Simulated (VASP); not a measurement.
Consider the following.

```
CELL_PARAMETERS angstrom
      0.00000     2.33600     2.33600
      2.33600     0.00000     2.33600
      2.33600     2.33600     0.00000
ATOMIC_POSITIONS crystal
  Zr 0.00000 0.00000 0.00000
  C  0.50000 0.50000 0.50000
```

These are PBEsol GGA, VASP's PBE PAW potentials (set 64) (plane waves; VASP 6.6.1) values and carry that method's errors. Run with 520 eV cut-off, 15×15×15 Γ-centred mesh, tetrahedra with Blöchl corrections, potentials Zr_sv C.

**Question.** What does the run give for the energy per atom (σ→0), band gap (on the k-mesh) with the smallest direct gap where there is one?

**Answer.** 
```json
{
 "band gap (on the k-mesh)": "none (metal, semimetal or under 0.01 eV)",
 "energy per atom (σ→0)": "-10.286 eV/atom"
}
```

The absolute energy has meaning only against runs of the same code, potentials and settings.

The compound is ZrC in the rock salt structure. It was relaxed first.
